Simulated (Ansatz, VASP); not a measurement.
**One calculation of Sc4GeSe, two programs**

INCAR

```
SYSTEM = Sc4GeSe
PREC = Accurate
ENCUT = 520
EDIFF = 1E-6
ISMEAR = 0
SIGMA = 0.1
LREAL = .FALSE.
LASPH = .TRUE.
NELM = 100
ALGO = Normal
ISIF = 2
LWAVE = .FALSE.
LCHARG = .FALSE.
GGA = PE
NBANDS = 41
```

KPOINTS

```
regular mesh
0
G
  4 4 4
  0 0 0
```

File POSCAR:

```
Sc4GeSe
1.0
    3.8484136900      0.0000000000      0.0000000000
    0.0000000000      3.8484136900      0.0000000000
    0.0000000000      0.0000000000      6.6332697100
Sc Ge Se
4 1 1
Direct
    0.5000000000      0.0000000000      0.0000000000
    0.0000000000      0.5000000000      0.0000000000
    0.0000000000      0.0000000000      0.2770000100
    0.0000000000      0.0000000000      0.7229999900
    0.0000000000      0.0000000000      0.0000000000
    0.5000000000      0.5000000000      0.5000000000
```

Input for Ansatz:

```yaml
crystal:
  lattice:
    - [3.84841369, 0.0, 0.0]
    - [0.0, 3.84841369, 0.0]
    - [0.0, 0.0, 6.63326971]
  atoms:
    - { symbol: Sc, position: [0.5, 0.0, 0.0] }
    - { symbol: Sc, position: [0.0, 0.5, 0.0] }
    - { symbol: Sc, position: [0.0, 0.0, 0.27700001] }
    - { symbol: Sc, position: [0.0, 0.0, 0.72299999] }
    - { symbol: Ge, position: [0.0, 0.0, 0.0] }
    - { symbol: Se, position: [0.5, 0.5, 0.5] }
basis:
  ecutwfc: 420
kpoints:
  mp_grid: { grid: [4, 4, 4] }
hamiltonian:
  xc: pbe
scf:
  occupations: { method: gaussian, width: 0.1 }
  lower_state_search: "off"
output:
  forces: true
  stress: true
  eigenvalues: true
```

Change from the starting cell: species swapped into the RbAlF4 type (P4/mmm, No. 123).

Alike in both runs: task single point; functional PBE; k mesh 4 × 4 × 4; occupations gaussian, width 0.1 eV; no spin polarisation.

```csv
,VASP,Ansatz
version,VASP 6.6.1,Ansatz 0.2.0
potentials or method,"VASP PAW PBE potentials, release 64 (Sc_sv, Ge_d, Se)","scalar-relativistic, plane waves, PAW"
plane-wave cutoff (eV),520,420
valence electrons in the cell,64,74
```

```csv
,VASP,Ansatz,Ansatz less VASP
gap on the k mesh at the Fermi level (eV),none,none,-
rms of the force components (eV/Å),7.891,7.708,-0.1836
```

Atom by atom the forces differ by 0.184 eV/Å (rms over components). A gap of «none» marks a metal or a gap that the smearing closes. The two sets of potentials don't hold the same shells in valence.

Caveats: the k mesh is coarse (spacing up to 0.41 Å⁻¹), so the values aren't converged; forces of over 1 eV/Å show positions far from the minimum, so gaps and moduli don't describe the material at rest.
